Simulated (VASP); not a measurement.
# TaAl2ZnN4 (P4/mmm) in VASP: notebook

The runs below take TaAl2ZnN4 through single point, with PBE.

Everything below comes from runs of VASP 6.6.1. Logs are shortened: lines on timing, memory, paths and dates and some standing lists are left out, and cuts for length are marked.

## 1. The crystal as given

Symmetry: P4/mmm, No. 123, tetragonal system. The conventional cell has a = 3.745 Å, b = 3.745 Å, c = 6.066 Å, α = 90.00°, β = 90.00°, γ = 90.00°. Ta (site symmetry 4/mmm) has 8 N at 2.28 Å as nearest neighbours. Around Al (site symmetry 4mm) lie 4 N at 1.90 Å. Zn (site symmetry 4/mmm) is surrounded by 8 N at 2.55 Å. N (site symmetry 2mm) has 2 Al at 1.90 Å as nearest neighbours.

The cell was built by a generator and needn't be a form met in nature.

## 2. Single point, PBE

Input file INCAR:

```
PREC = Accurate ; ENCUT = 520
EDIFF = 1E-7 ; ISMEAR = 0
SIGMA = 0.1 ; LREAL = F
LASPH = T ; NELM = 100
ALGO = Fast ; ISIF = 2
LWAVE = F ; LCHARG = T
GGA = PE ; LELF = T
LVHAR = T ; NBANDS = 34
```

Input file KPOINTS:

```
regular mesh
0
Gamma
  10 10 6
```

Input file POSCAR:

```
TaAl2ZnN4
1.0
    3.7453237245      0.0000000000      0.0000000000
    0.0000000000      3.7453237245      0.0000000000
    0.0000000000      0.0000000000      6.0656721432
Ta Al Zn N
1 2 1 4
Direct
    0.5000000000      0.5000000000      0.0000000000
    0.0000000000      0.0000000000      0.7343268571
    0.0000000000      0.0000000000      0.2656731429
    0.5000000000      0.5000000000      0.5000000000
    0.5000000000      0.0000000000      0.7846475779
    0.0000000000      0.5000000000      0.7846475779
    0.5000000000      0.0000000000      0.2153524221
    0.0000000000      0.5000000000      0.2153524221
```

Potentials or basis: VASP PAW PBE potentials, release 64 (Ta_pv, Al, Zn, N).

Started as:

```sh
> cat potpaw_PBE.64/Ta_pv/POTCAR potpaw_PBE.64/Al/POTCAR potpaw_PBE.64/Zn/POTCAR potpaw_PBE.64/N/POTCAR > POTCAR
> mpirun -np 1 vasp_std > vasp.out
```

OUTCAR:

```text
PREC = Accurate
   ENCUT = 520
   EDIFF = 1E-7
   ISMEAR = 0
   LREAL = F
   LASPH = T
   NELM = 100
   ISIF = 2
   GGA = PE

 ion  position               nearest neighbor table
   1  0.500  0.500  0.000-   5 2.28   6 2.28   7 2.28   8 2.28   5 2.28   7 2.28   6 2.28   8 2.28
                             4 3.03   4 3.03   2 3.10   3 3.10   2 3.10   3 3.10   2 3.10   3 3.10
   2  0.000  0.000  0.734-   5 1.90   6 1.90   6 1.90   5 1.90   3 2.84   4 3.01   4 3.01   4 3.01
                             4 3.01   1 3.10   1 3.10   1 3.10   1 3.10   3 3.22
   3  0.000  0.000  0.266-   7 1.90   8 1.90   8 1.90   7 1.90   2 2.84   4 3.01   4 3.01   4 3.01
                             4 3.01   1 3.10   1 3.10   1 3.10   1 3.10   2 3.22
   4  0.500  0.500  0.500-   2 3.01   3 3.01   2 3.01   3 3.01   2 3.01   3 3.01   2 3.01   3 3.01
                             1 3.03   1 3.03
   5  0.500  0.000  0.785-   2 1.90   2 1.90   1 2.28   1 2.28
   6  0.000  0.500  0.785-   2 1.90   2 1.90   1 2.28   1 2.28
   7  0.500  0.000  0.215-   3 1.90   3 1.90   1 2.28   1 2.28
   8  0.000  0.500  0.215-   3 1.90   3 1.90   1 2.28   1 2.28

  LATTYP: Found a simple tetragonal cell.
 ALAT       =     3.7453237245
 C/A-ratio  =     1.6195321391

  Lattice vectors:

 A1 = (   3.7453237245,   0.0000000000,   0.0000000000)
 A2 = (   0.0000000000,   3.7453237245,   0.0000000000)
 A3 = (   0.0000000000,   0.0000000000,   6.0656721432)

Analysis of symmetry for initial positions (statically):
=====================================================================
 Subroutine PRICEL returns:
 Original cell was already a primitive cell.

 Routine SETGRP: Setting up the symmetry group for a
 simple tetragonal supercell.

 Subroutine GETGRP returns: Found 16 space group operations
 (whereof 16 operations were pure point group operations)
 out of a pool of 16 trial point group operations.

The static configuration has the point symmetry D_4h.

Analysis of symmetry for dynamics (positions and initial velocities):
=====================================================================
 Subroutine PRICEL returns:
 Original cell was already a primitive cell.

 Routine SETGRP: Setting up the symmetry group for a
 simple tetragonal supercell.

 Subroutine GETGRP returns: Found 16 space group operations
 (whereof 16 operations were pure point group operations)
 out of a pool of 16 trial point group operations.

The dynamic configuration has the point symmetry D_4h.

 Subroutine INISYM returns: Found 16 space group operations
 (whereof 16 operations are pure point group operations),
 and found     1 'primitive' translations

[... 115 lines left out ...]
   TEBEG  =    0.0;   TEEND  =   0.0 temperature during run
   PSTRESS=    0.0 pullay stress
   NELECT =      49.0000    total number of electrons
   NUPDOWN=      -1.0000    fix difference up-down
   EMIN   =  10.00;   EMAX   =-10.00  energy-range for DOS
   EFERMI =   0.00;   METHOD = LEGACY
   ISMEAR =     0;   SIGMA  =   0.10  broadening in eV -4-tet -1-fermi 0-gaus
   EFERMI_NEDOS =   21; number of points for ismear=-14 and -15
   IALGO  =     68    algorithm
   IMIX   =      4    mixing-type and parameters
     AMIX     =   0.40;   BMIX     =  1.00
     AMIX_MAG =   1.60;   BMIX_MAG =  1.00
  volume/ion in A,a.u.               =      10.64        71.77
  Fermi-wavevector in a.u.,A,eV,Ry     =   1.362033  2.573869 25.240630  1.855134
  Thomas-Fermi vector in A             =   2.488558
   LORBIT       =      0    0 simple, 1 ext, 2 COOP (PROOUT), +10 PAW based schemes
   GGA     = PE    functional components
   LHFCALC =     F    Hartree Fock is set to
   AEXX    =    0.0000 exact exchange contribution
   IVDW    =     0    specifies the selected vdW correction
   LEPSILON=     F    determine dielectric tensor
   LRPA    =     F    only Hartree local field effects (RPA)
 non-spin polarized calculation
 RMM-DIIS sequential band-by-band and
 Gauss-broadening in eV      SIGMA  =   0.10
  energy-cutoff  :      520.00
  volume of cell :       85.09
 maximum number of plane-waves:      2309
 NGX is ok and might be reduce to    28

 number of electron      49.0000016 magnetization

 Free energy of the ion-electron system (eV)
  ---------------------------------------------------
  ext. energy  EPLUGINS =         0.00000000
  ---------------------------------------------------
  free energy    TOTEN  =       -55.55508671 eV

  energy without entropy =      -55.55016998  energy(sigma->0) =      -55.55262834

 E-fermi :   7.1871     XC(G=0): -11.8901

 val. band max:        7.1819665907   @ k =   0.0000   0.0000   0.3333
 cond. band min:       7.1924825555   @ k =   0.5000   0.4000   0.5000
 fundamental gap:      0.0105159648
 Fermi energy:         7.1870614101

 k-point     1 :       0.0000    0.0000    0.0000
  band No.  band energies     occupation
      1     -28.7965      2.00000
      2     -28.7171      2.00000
      3     -28.7171      2.00000
      4      -9.9198      2.00000
      5      -8.3278      2.00000
      6      -6.6360      2.00000
[... 877 lines left out ...]
     33      13.4434      0.00000
     34      14.7306      0.00000

 [... further k-points ...]

------------------------ aborting loop because EDIFF is reached ----------------------------------------

  FORCE on cell =-STRESS in cart. coord.  units (eV):
  Direction    XX          YY          ZZ          XY          YZ          ZX
  --------------------------------------------------------------------------------------
  -------------------------------------------------------------------------------------
  Total        0.0684195      0.0684195      0.0964937      0.0000000      0.0000000      0.0000000
  in kB        1.2883472      1.2883472      1.8169874      0.0000000      0.0000000      0.0000000
  external PRESSURE =       1.4645606 kB  Pullay stress =       0.0000000 kB

 VOLUME and BASIS-vectors are now :
 -----------------------------------------------------------------------------
  energy-cutoff  :      520.00
  volume of cell :       85.09
      direct lattice vectors                 reciprocal lattice vectors
     3.745323724  0.000000000  0.000000000     0.266999617  0.000000000  0.000000000
     0.000000000  3.745323724  0.000000000     0.000000000  0.266999617  0.000000000
     0.000000000  0.000000000  6.065672143     0.000000000  0.000000000  0.164862191

 POSITION                                       TOTAL-FORCE (eV/Angst)
 -----------------------------------------------------------------------------------
      1.87266      1.87266      0.00000        -0.000000     -0.000000     -0.000000
      0.00000      0.00000      4.45419        -0.000000     -0.000000      0.003384
      0.00000      0.00000      1.61149        -0.000000      0.000000     -0.003384
      1.87266      1.87266      3.03284        -0.000000     -0.000000     -0.000000
      1.87266      0.00000      4.75941         0.000000      0.000000     -0.014045
      0.00000      1.87266      4.75941        -0.000000     -0.000000     -0.014045
      1.87266      0.00000      1.30626         0.000000      0.000000      0.014045
      0.00000      1.87266      1.30626        -0.000000     -0.000000      0.014045
 -----------------------------------------------------------------------------------
    total drift:                                0.000000      0.000000      0.000000

  FREE ENERGIE OF THE ION-ELECTRON SYSTEM (eV)
  ---------------------------------------------------
  free  energy   TOTEN  =       -55.5550867061 eV

  energy  without entropy=      -55.5501699758  energy(sigma->0) =      -55.55262834
```

OSZICAR:

```text
N       E                     dE             d eps       ncg     rms          rms(c)
DAV:   1     0.408108118954E+03    0.40811E+03   -0.23464E+04  5720   0.158E+03
DAV:   2    -0.195814674739E+02   -0.42769E+03   -0.39714E+03  6104   0.406E+02
DAV:   3    -0.683507776606E+02   -0.48769E+02   -0.47067E+02  6944   0.131E+02
DAV:   4    -0.700518833267E+02   -0.17011E+01   -0.16931E+01  6918   0.249E+01
DAV:   5    -0.700808619031E+02   -0.28979E-01   -0.28938E-01  7208   0.346E+00    0.264E+01
RMM:   6    -0.556861434629E+02    0.14395E+02   -0.43549E+01  6731   0.310E+01    0.107E+01
RMM:   7    -0.556278022849E+02    0.58341E-01   -0.48773E+00  6886   0.156E+01    0.596E+00
RMM:   8    -0.555698430739E+02    0.57959E-01   -0.11838E+00  7765   0.540E+00    0.260E+00
RMM:   9    -0.555516337579E+02    0.18209E-01   -0.23116E-01  7369   0.338E+00    0.345E-01
RMM:  10    -0.555547029803E+02   -0.30692E-02   -0.62486E-02  7872   0.118E+00    0.251E-01
RMM:  11    -0.555548511023E+02   -0.14812E-03   -0.99569E-03  7450   0.609E-01    0.104E-01
RMM:  12    -0.555550229486E+02   -0.17185E-03   -0.28347E-03  7647   0.307E-01    0.579E-02
RMM:  13    -0.555550726130E+02   -0.49664E-04   -0.69035E-04  8318   0.141E-01    0.306E-02
RMM:  14    -0.555550858091E+02   -0.13196E-04   -0.12844E-04  8310   0.555E-02    0.143E-02
RMM:  15    -0.555550859225E+02   -0.11346E-06   -0.27547E-05  7637   0.322E-02    0.429E-03
RMM:  16    -0.555550865746E+02   -0.65206E-06   -0.71210E-06  7759   0.121E-02    0.241E-03
RMM:  17    -0.555550867122E+02   -0.13762E-06   -0.11084E-06  6418   0.548E-03    0.117E-03
RMM:  18    -0.555550867061E+02    0.61104E-08   -0.31341E-07  4638   0.276E-03
   1 F= -.55555087E+02 E0= -.55552628E+02  d E =-.491673E-02
```

Wall time 5.6 min (1 thread of Intel Xeon Platinum 8259CL at 2.50GHz (Skylake/Cascade Lake), shared host); peak memory 0.36 GiB.

Results:

```yaml
Free_energy: -55.5551 eV
Pressure: 0.1 GPa
Largest_force: 0.014 eV/Å
Band_gap_on_the_k_mesh: none (metal or under the smearing width)
```

Forces in eV/Å, atoms in the order of the input:
```
Ta   0.000  0.000  0.000
Al   0.000  0.000  0.003
Al   0.000  0.000 -0.003
Zn   0.000  0.000  0.000
N    0.000  0.000 -0.014
N    0.000  0.000 -0.014
N    0.000  0.000  0.014
N    0.000  0.000  0.014
```

## 3. Single point, PBE

This run uses another cell than the first one, of the same volume but with other edges.

Input file INCAR:

```
SYSTEM = TaAl2ZnN4
  ALGO = Fast
  EDIFF = 1E-6
  ENCUT = 520
  GGA = PE
  ISIF = 2
  ISMEAR = 0
  LASPH = .TRUE.
  LCHARG = .FALSE.
  LREAL = .FALSE.
  LWAVE = .FALSE.
  NBANDS = 34
  NELM = 80
  PREC = Accurate
  SIGMA = 0.1
```

Input file KPOINTS:

```
k-points
0
G
  4 4 4
  0 0 0
```

Input file POSCAR:

```
TaAl2ZnN4
1.0
    4.0615612000      0.0000000000      0.0000000000
    0.0000000000      4.0615612000      0.0000000000
    0.0000000000      0.0000000000      5.1534589500
Ta Al Zn N
1 2 1 4
Direct
    0.5000000000      0.5000000000      0.0000000000
    0.0000000000      0.0000000000      0.7500000000
    0.0000000000      0.0000000000      0.2500000000
    0.5000000000      0.5000000000      0.5000000000
    0.5000000000      0.0000000000      0.7500000000
    0.0000000000      0.5000000000      0.7500000000
    0.5000000000      0.0000000000      0.2500000000
    0.0000000000      0.5000000000      0.2500000000
```

Potentials or basis: VASP PAW PBE potentials, release 64 (Ta_pv, Al, Zn, N).

Started as:

```sh
> cat potpaw_PBE.64/Ta_pv/POTCAR potpaw_PBE.64/Al/POTCAR potpaw_PBE.64/Zn/POTCAR potpaw_PBE.64/N/POTCAR > POTCAR
> mpirun -np 1 vasp_std > vasp.out
```

Run time: 64 s. Hardware: 1 thread of Intel Xeon Platinum 8559C (Emerald Rapids), shared host; peak memory 0.21 GiB.

It converged, with:

* Free energy: -51.9404 eV
* Pressure: -8.5 GPa
* Largest force: 1.061 eV/Å
* Band gap on the k mesh: none (metal or under the smearing width)

Forces in eV/Å, atoms in the order of the input:
```
Ta   0.000  0.000  0.000
Al   0.000  0.000 -0.758
Al   0.000  0.000  0.758
Zn   0.000  0.000  0.000
N    0.000  0.000  1.061
N    0.000  0.000  1.061
N    0.000  0.000 -1.061
N    0.000  0.000 -1.061
```

Stress tensor (GPa, compression positive):
```
-30.50   0.00   0.00
  0.00 -30.50   0.00
  0.00   0.00  35.61
```

Levels at points of the mesh, in eV from the Fermi level:
```csv
k point,band 22,band 23,band 24,band 25,band 26,band 27,band 28,band 29
"(0.00, 0.00, 0.00)",-1.88,-1.88,-0.61,-0.03,0.00,0.94,2.54,4.07
"(0.50, 0.00, 0.00)",-2.82,-0.39,-0.29,0.49,0.76,1.02,1.70,3.31
"(0.50, 0.50, 0.00)",-1.36,-0.61,-0.46,-0.30,-0.30,2.90,3.11,3.11
"(0.00, 0.00, 0.50)",-1.27,-1.27,-1.15,-0.25,-0.15,-0.04,0.02,2.54
"(0.50, 0.00, 0.50)",-2.47,-2.40,-1.87,-0.09,1.47,1.65,1.92,2.69
"(0.50, 0.50, 0.50)",-1.81,-1.74,-0.51,-0.14,0.45,1.37,2.19,2.19
```

Caveat: the k mesh is coarse (spacing up to 0.39 Å⁻¹), so the values aren't converged; forces of over 1 eV/Å show positions far from the minimum, so gaps and moduli don't describe the material at rest.
